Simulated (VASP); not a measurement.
# Lattice of Pb across functionals and dispersion corrections

How close do the usual functionals, with and without dispersion, come to the cell of Pb? The levels: PBE, LDA, r2SCAN and PBE + D3(BJ). LASPH is on for some levels and off for others; the table marks which. The start is a cell from a database of measured crystal structures.

Calculated with VASP 6.6.1; PBE; plane waves and PAW (Pb_d), in the first sound run; inputs show where later runs differ.

**Measured values to reproduce.**

“Use of Cernox thermometers in AC specific heat measurements under pressure” (2019, arxiv:1901.05089) quotes from earlier work for Pb (elemental Pb, literature value): lattice constant a (cubic lattice constant) 4.95 Å [Passing remark in the paper's theory part; literature value without reference or stated …].

Report form: the programs' logs are mostly left out.

The database entry behind the starting cell differs from later determinations by our own check (compressed, about 0.8 % short), so it need not match the best structure at ambient conditions.

### Step 1. Starting point

Before any relaxation, the start is as follows. It takes space group Fm-3m (No. 225, cubic). Conventional cell: a = 4.911 Å, b = 4.911 Å, c = 4.911 Å, α = 90.00°, β = 90.00°, γ = 90.00°. Nearest to Pb lie 12 Pb at 3.47 Å.

As a file:

```xyz
1
Lattice="0.0000 2.4554 2.4554 2.4554 0.0000 2.4554 2.4554 2.4554 0.0000" Properties=species:S:1:pos:R:3 pbc="T T T"
Pb    0.0000    0.0000    0.0000
```

### Step 2. Relaxation with PBE

The start need not lie at this functional's minimum. ISIF = 3 frees volume, shape and positions, and EDIFFG sets the threshold on forces and stress at which the search stops. PBE, the usual starting point, adds the gradient of the density.

The input, INCAR:

```
SYSTEM = Pb
PREC = Accurate
ENCUT = 520
EDIFF = 1E-06
NELM = 100
ISMEAR = -1
SIGMA = 0.05
LREAL = .FALSE.
ALGO = Normal
GGA = PE
NBANDS = 13
LORBIT = 11
LWAVE = .FALSE.
LCHARG = .FALSE.
KPAR = 2
IBRION = 2
NSW = 60
ISIF = 3
EDIFFG = -0.01
```

The input, POSCAR:

```
Pb
1.0
    0.0000000000      2.4553833333      2.4553833333
    2.4553833333      0.0000000000      2.4553833333
    2.4553833333      2.4553833333      0.0000000000
Pb
1
Direct
    0.0000000000      0.0000000000      0.0000000000
```

The input, KPOINTS:

```
Automatic mesh
0
Gamma
8 8 8
0 0 0
```

The projector-augmented-wave data sets are Pb_d (PBE family, release 64).

Run with:

```sh
$ mpirun -np 2 vasp_std
```

Wall time 9.6 s (2 MPI ranks of Intel Xeon 6975P-C (Granite Rapids), shared host); peak memory 0.3 GiB.

The k-mesh is coarse for a metal. After so large a change of volume the plane waves of the start cell no longer fit, so the final stress carries a basis-set error. The run keeps the 48 symmetry operations of its start, so it cannot find a distortion of lower symmetry.

Relaxation path:

```tsv
step	energy less that of the first step (eV)	largest force (eV/Å)	pressure (GPa)	volume (Å³)
1	0.0000	0.0000	3.86	29.61
2	-0.0247	0.0000	-0.98	32.77
3	-0.0269	0.0000	0.03	31.99
```

```tsv
conventional cell, symmetrised	before	after	change
a (Å)	4.911	5.039	+2.6 %
b (Å)	4.911	5.039	+2.6 %
c (Å)	4.911	5.039	+2.6 %
volume (Å³/atom)	29.61	31.99	+8.1 %
```

The relaxed structure:

```cif
data_structure
_symmetry_space_group_name_H-M 'P 1'
_symmetry_Int_Tables_number 1
_cell_length_a 3.5633
_cell_length_b 3.5633
_cell_length_c 3.5633
_cell_angle_alpha 60.000
_cell_angle_beta 60.000
_cell_angle_gamma 60.000
_cell_volume 31.99
loop_
_atom_site_label
_atom_site_type_symbol
_atom_site_fract_x
_atom_site_fract_y
_atom_site_fract_z
_atom_site_occupancy
Pb1 Pb 0.00000 0.00000 0.00000 1
```

Numbers from this step:

* electrons: 14
* bands: 13
* irreducible k-points: 29
* symmetry operations: 48
* free energy (TOTEN): -3.580 eV
* energy at zero smearing: -3.579 eV
* Fermi energy: 6.613 eV
* pressure: 0.03071 GPa
* metallic: yes
* SCF cycles over all ionic steps: 27

It ends with forces that vanish by symmetry and a pressure of 0.03 GPa. The volume lies +8.1 % from that of the database's start. The conventional cell has a = 5.039 Å.

### Step 3. Relaxation with LDA

This step: LDA; plane waves and PAW (Pb_d) (VASP 6.6.1).

LDA, the lowest rung, knows the local density alone.

Changes to INCAR since step 2:

```diff
@@ -9,3 +9,3 @@
 ALGO = Normal
-GGA = PE
+GGA = CA
 NBANDS = 13
```

POSCAR is that of step 2.

KPOINTS is that of step 2.

Run with:

```sh
$ mpirun -np 2 vasp_std
```

Elapsed: 7.8 s, on 2 MPI ranks; peak memory 0.28 GiB; 13 s of CPU time.

The PAW data sets were made with PBE, though LDA sets exist; this is a small mismatch.

Relaxation path:

```tsv
step	energy less that of the first step (eV)	largest force (eV/Å)	pressure (GPa)	volume (Å³)
1	0.0000	0.0000	-0.64	29.61
2	-0.0006	0.0000	0.28	29.11
3	-0.0007	0.0000	0.01	29.26
```

```tsv
conventional cell, symmetrised	before	after	change
a (Å)	4.911	4.891	-0.4 %
b (Å)	4.911	4.891	-0.4 %
c (Å)	4.911	4.891	-0.4 %
volume (Å³/atom)	29.61	29.26	-1.2 %
```

Final coordinates:

```cif
data_structure
_symmetry_space_group_name_H-M 'P 1'
_symmetry_Int_Tables_number 1
_cell_length_a 3.4587
_cell_length_b 3.4587
_cell_length_c 3.4587
_cell_angle_alpha 60.000
_cell_angle_beta 60.000
_cell_angle_gamma 60.000
_cell_volume 29.26
loop_
_atom_site_label
_atom_site_type_symbol
_atom_site_fract_x
_atom_site_fract_y
_atom_site_fract_z
_atom_site_occupancy
Pb1 Pb 0.00000 0.00000 0.00000 1
```

This step gave:

| Property | Result |
| --- | --- |
| free energy (TOTEN) | -4.302 eV |
| energy at zero smearing | -4.301 eV |
| Fermi energy | 7.343 eV |
| pressure | 0.004996 GPa |
| SCF cycles over all ionic steps | 23 |

It ends at 29.26 Å³/atom, -1.2 % from the start, with 0.00 GPa left. The conventional cell has a = 4.891 Å.

### Step 4. Relaxation with r2SCAN

This step: r2SCAN; plane waves and PAW (Pb_d) (VASP 6.6.1).

r2SCAN adds the kinetic-energy density, costs more than a GGA and is run with LASPH.

Changes to INCAR since step 3:

```diff
@@ -9,3 +9,4 @@
 ALGO = Normal
-GGA = CA
+METAGGA = R2SCAN
+LASPH = .TRUE.
 NBANDS = 13
```

POSCAR is that of step 3.

KPOINTS is that of step 3.

Run with:

```sh
$ mpirun -np 2 vasp_std
```

Elapsed: 48 s, on 2 MPI ranks; peak memory 0.31 GiB; 85 s of CPU time.

The PAW data sets were made with PBE, which is usual practice but a small mismatch for other functionals.

Step by step:

```tsv
step	energy less that of the first step (eV)	largest force (eV/Å)	pressure (GPa)	volume (Å³)
1	0.0000	0.0000	2.78	29.61
2	-0.0119	0.0000	-0.87	31.86
3	-0.0136	0.0000	0.02	31.24
```

```tsv
conventional cell, symmetrised	before	after	change
a (Å)	4.911	5.000	+1.8 %
b (Å)	4.911	5.000	+1.8 %
c (Å)	4.911	5.000	+1.8 %
volume (Å³/atom)	29.61	31.24	+5.5 %
```

The relaxed structure:

```cif
data_structure
_symmetry_space_group_name_H-M 'P 1'
_symmetry_Int_Tables_number 1
_cell_length_a 3.5353
_cell_length_b 3.5353
_cell_length_c 3.5353
_cell_angle_alpha 60.000
_cell_angle_beta 60.000
_cell_angle_gamma 60.000
_cell_volume 31.24
loop_
_atom_site_label
_atom_site_type_symbol
_atom_site_fract_x
_atom_site_fract_y
_atom_site_fract_z
_atom_site_occupancy
Pb1 Pb 0.00000 0.00000 0.00000 1
```

It ends at 31.24 Å³/atom, +5.5 % from the start, with 0.02 GPa left. The conventional cell has a = 5.000 Å.

### Step 5. Relaxation with PBE + D3(BJ)

This step: PBE with D3(BJ); plane waves and PAW (Pb_d) (VASP 6.6.1).

A dispersion term adds the long-range attraction that semilocal functionals lack. D3 with Becke-Johnson damping keeps a finite attraction at short range.

Changes to INCAR since step 4:

```diff
@@ -9,4 +9,4 @@
 ALGO = Normal
-METAGGA = R2SCAN
-LASPH = .TRUE.
+GGA = PE
+IVDW = 12
 NBANDS = 13
```

POSCAR is that of step 4.

KPOINTS is that of step 4.

Run with:

```sh
$ mpirun -np 2 vasp_std
```

It took 7.6 s on 2 MPI ranks; peak memory 0.33 GiB; 13 s of CPU time.

Dispersion corrections of this kind ignore metallic screening and tend to overbind metals.

Step by step:

```tsv
step	energy less that of the first step (eV)	largest force (eV/Å)	pressure (GPa)	volume (Å³)
1	0.0000	0.0000	1.54	29.61
2	-0.0039	0.0000	-0.48	30.84
3	-0.0044	0.0000	0.01	30.53
```

```tsv
conventional cell, symmetrised	before	after	change
a (Å)	4.911	4.961	+1.0 %
b (Å)	4.911	4.961	+1.0 %
c (Å)	4.911	4.961	+1.0 %
volume (Å³/atom)	29.61	30.53	+3.1 %
```

Final coordinates:

```xyz
1
Lattice="0.0000 2.4807 2.4807 2.4807 0.0000 2.4807 2.4807 2.4807 0.0000" Properties=species:S:1:pos:R:3 pbc="T T T"
Pb    0.0000    0.0000    0.0000
```

It ends at 30.53 Å³/atom, +3.1 % from the start, with 0.01 GPa left. The conventional cell has a = 4.961 Å. Against plain PBE, the dispersion term moves a by -1.5 %.

### Step 6. The cells as a table

This step: relaxed cells at several levels; plane waves and PAW (VASP 6.6.1).

This step runs nothing: it gathers the runs above.

Lengths are those of the conventional cell; cost is the wall time of each run, as given at its step, times its ranks, without the set-up around it; LASPH differs between rows, which moves results and costs too. Results by level, by row:

```tsv
level	volume (Å³/atom)	change from the start (%)	a (Å)	cost (core minutes)	LASPH
PBE	31.99	8.1	5.039	0.32	off
LDA	29.26	-1.2	4.891	0.26	off
r2SCAN	31.24	5.5	5	1.6	on
PBE + D3(BJ)	30.53	3.1	4.961	0.253	off
```

### Step 7. Outcome

- volume, PBE: 31.99 Å³/atom
- volume, LDA: 29.26 Å³/atom
- volume, r2SCAN: 31.24 Å³/atom
- volume, PBE + D3(BJ): 30.53 Å³/atom

**Reading.** For Pb the levels give volumes between 29.26 Å³/atom (LDA) and 31.99 Å³/atom (PBE), a spread of 9.3 %, while the cost of the finished runs spans a factor of 6.3. Within 1 % of experiment on every length: PBE + D3(BJ). The nearest, PBE + D3(BJ), is among the cheap ones. Thermal and zero-point expansion, often some tenths of a per cent in length, bear on this order: with the measured lengths lowered by an assumed 0.4 % the nearest is still PBE + D3(BJ). The costs hold the number of ionic steps as well as the price of the functional. Adding D3(BJ) to PBE changes the volume by -4.6 % (a by -1.5 %). Pairwise corrections of the D and TS kind ignore the screening in a metal, so they may overbind here. Within 0.02 Å all end in space group Fm-3m; the runs can't lower the symmetry of the start. The k-sampling is coarse for a metal, so the Fermi level, pressures and the shape of the cell carry errors. Spin-orbit coupling is left out. LASPH is on for some levels and off for others, so differences between them are not the functional's alone. Each is a single relaxation on the plane waves of the start cell, so larger changes of volume carry a basis-set error that was not tested here.

Calculation against experiment:

```
              quantity  measured             PBE             LDA          r2SCAN    PBE + D3(BJ)
lattice constant a (Å)      4.95  5.039 (+1.8 %)  4.891 (-1.2 %)  5.000 (+1.0 %)  4.961 (+0.2 %)
```

Measured values from arxiv:1901.05089 (2019).

Verdict: For the lattice constant a, of the levels listed nearest comes PBE + D3(BJ) (+0.2 %, good agreement) and farthest PBE (+1.8 %, a clear miss). The grades are ours: good and fair within 0.7 and 1.5 % for the lattice constant a. Zero-point motion and thermal expansion are not in the computed lattice constants.

[Lines on the potential files, build, host, timing and source positions are cut from VASP's logs without a mark.]

[Logs are printed without paths, hosts, clocks, repeated set-up lines and the standing remarks that a program may print on its own settings, such as how far it seeks lower states.]

[Hosts, paths, dates, database ids (printed as entryN), source tags and the programs' standing remarks are cut or masked in the printed files.]

[A measured line is paired with the nearest computed mode of its activity, which favours agreement.]
